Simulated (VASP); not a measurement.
The system is NiMoIrPdW.

```
Ni Mo Pd Ir W
1.0
     4.14670    0.00000    0.00000
    -2.07335    3.59115    0.00000
     0.00000    0.00000    5.41629
Ni Mo Pd Ir W
1 1 1 1 1
Direct
  0.00000 0.00000 0.02221
  0.66667 0.33333 0.45996
  0.33333 0.66667 0.74601
  0.33333 0.66667 0.25641
  0.66667 0.33333 0.99985
```

The cell was built by a generator and needn't be a form met in nature.

| Property | Result |
| --- | --- |
| Program | VASP 6.6.1 |
| Task | relaxation of cell and atoms |
| Functional | RPBE |
| Potentials or basis | VASP PAW PBE potentials, release 64 (Ni, Mo_sv, Pd, Ir, W_sv) |
| Cutoff | 600 eV |
| k mesh | 7 × 7 × 5 |
| Occupations | fermi-dirac, width 0.05 eV |
| Spin | collinear spin, ferromagnetic start |
| Starting moments | [1.0, 1.0, 0.0, 0.6, 0.0] μB |

At the start: pressure 3.8 GPa; volume 16.13 Å³/atom.

Problem. How do energy, volume and symmetry change on relaxing?

Solution. Over 17 steps the energy falls by 3.6 meV/atom and the volume is 16.43 Å³/atom (+1.9 %); space group P3m1 (No. 156, to 0.05 Å); moment 0.00 μB per cell.

The path:
| step | energy change (eV) | largest force (eV/Å) | pressure (GPa) | volume (Å³) |
| --- | --- | --- | --- | --- |
| 1 | 0.0000 | 0.2231 | 3.80 | 80.66 |
| 2 | 0.0664 | 0.5698 | -7.69 | 85.20 |
| 3 | -0.0167 | 0.0519 | 0.04 | 82.03 |
| 4 | -0.0167 | 0.0535 | -0.07 | 82.06 |
| 5 | -0.0170 | 0.0483 | -0.14 | 82.11 |
| 6 | -0.0170 | 0.0484 | -0.13 | 82.11 |
| 7 | -0.0172 | 0.0395 | 0.15 | 81.99 |
| 8 | -0.0172 | 0.0403 | 0.14 | 81.99 |
| 9 | -0.0173 | 0.0308 | 0.06 | 82.04 |
| 10 | -0.0174 | 0.0335 | -0.03 | 82.08 |
| 11 | -0.0175 | 0.0360 | -0.08 | 82.10 |
| 12 | -0.0175 | 0.0393 | -0.14 | 82.14 |
| 13 | -0.0176 | 0.0326 | 0.08 | 82.04 |
| 14 | -0.0176 | 0.0339 | 0.11 | 82.04 |
| 15 | -0.0178 | 0.0222 | 0.14 | 82.04 |
| 16 | -0.0179 | 0.0161 | 0.16 | 82.05 |
| 17 | -0.0180 | 0.0146 | -0.06 | 82.15 |

Final structure:
```
Ni Mo Pd Ir W
1.0
     4.17261    0.00000   -0.00001
    -2.08631    3.61359    0.00001
    -0.00001    0.00000    5.44835
Ni Mo Pd Ir W
1 1 1 1 1
Cartesian
  -2.0863 3.6136 0.1542
  2.0863 1.2045 2.4930
  0.0000 2.4091 4.0595
  0.0000 2.4091 1.3920
  2.0863 1.2045 5.4374
```

Caveat: the PAW data sets were made with another functional, which shifts forces and pressure a little.
